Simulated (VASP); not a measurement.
## CoSi$_{2}$ (fluorite): computed properties

Level of theory: PBEsol GGA, VASP's PBE PAW potentials (set 64) (plane waves; VASP).

| Property | Value |
|---|---|
| space group | Fm-3m (225) |
| cell | a = 5.3104 Å, b = 5.3104 Å, c = 5.3104 Å, α = 90.00°, β = 90.00°, γ = 90.00° |
| volume per atom | 12.48 Å³/atom |
| band gap (over mesh and band path) | none (metal, semimetal or under 0.01 eV) |
| Hill bulk modulus | 195 GPa |
| Hill shear modulus | 821 kbar |
| Poisson's ratio | 0.315 |
| band gap with spin-orbit coupling | none (metallic) |
| density | 5.11 g/cm³ |
| optical Γ-point spectrum | 346 (×3), 356 (×3) cm⁻¹ |
| C11 | 273 GPa |
| C12 | 156 GPa |
| C44 | 103 GPa |

```xyz
3
Lattice="0.0000 2.6552 2.6552 2.6552 0.0000 2.6552 2.6552 2.6552 0.0000" Properties=species:S:1:pos:R:3 pbc="T T T"
Co     0.0000     0.0000     0.0000
Si     1.3276     1.3276     1.3276
Si     3.9828     3.9828     3.9828
```

Measured: a 5.365 Å (computed value off by -1.0 %), as given by Ganesh Hegde et al., Applied Physics Letters (2014), arXiv:1405.1317. The calculation is for a static lattice, while the measured a holds thermal and zero-point effects, which are part of the difference. Finite-difference elastic constants of metals are sensitive to mesh and smearing; shear constants can be off by tens of GPa.

The compound is CoSi2 in the fluorite structure. It was relaxed first. Symmetry was kept, so distortions that lower it aren't found. The run is not spin-polarised, so no magnetic state was tried. The electron count is odd and the run is not spin-polarised, which forces a metal.
